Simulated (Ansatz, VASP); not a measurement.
# One calculation of Al3BAs2, two programs

```
Al B As
1.0
     3.18135    1.83675    2.91202
    -3.18135    1.83675    2.91202
     0.00000   -3.67351    2.91202
Al B As
3 1 2
Cartesian
  -1.5907 0.9184 1.4560
  1.5907 0.9184 1.4560
  0.0000 -1.8368 1.4560
  0.0000 0.0000 0.0000
  0.0000 0.0000 5.5542
  0.0000 0.0000 3.1818
```

Change from the starting cell: species swapped into the Tb2FeCo3 type (R-3m, No. 166).

Alike in both runs: functional PBE; k mesh 6 × 6 × 6; occupations gaussian, width 0.1 eV; no spin polarisation.

Ansatz relaxed the structure, and its values are those at the end. VASP's run is a single point on that final structure, the one shown.

|  | VASP | Ansatz |
| --- | --- | --- |
| version | VASP 6.6.1 | Ansatz 0.2.0 |
| potentials or method | VASP PAW PBE potentials, release 64 (Al, B, As) | scalar-relativistic, plane waves, PAW |
| plane-wave cutoff (eV) | 520 | 420 |
| valence electrons in the cell | 22 | 42 |

|  | VASP | Ansatz | Ansatz less VASP |
| --- | --- | --- | --- |
| gap on the k mesh at the Fermi level (eV) | none | none | - |
| pressure (GPa) | 0.2 | 0.0 | -0.18 |
| rms of the force components (eV/Å) | 0.013 | 0.003 | -0.0105 |

A gap of «none» marks a metal or a gap that the smearing closes. With one functional, cell and mesh, what is left measures potentials, basis and numerics. The two sets of potentials don't hold the same shells in valence.
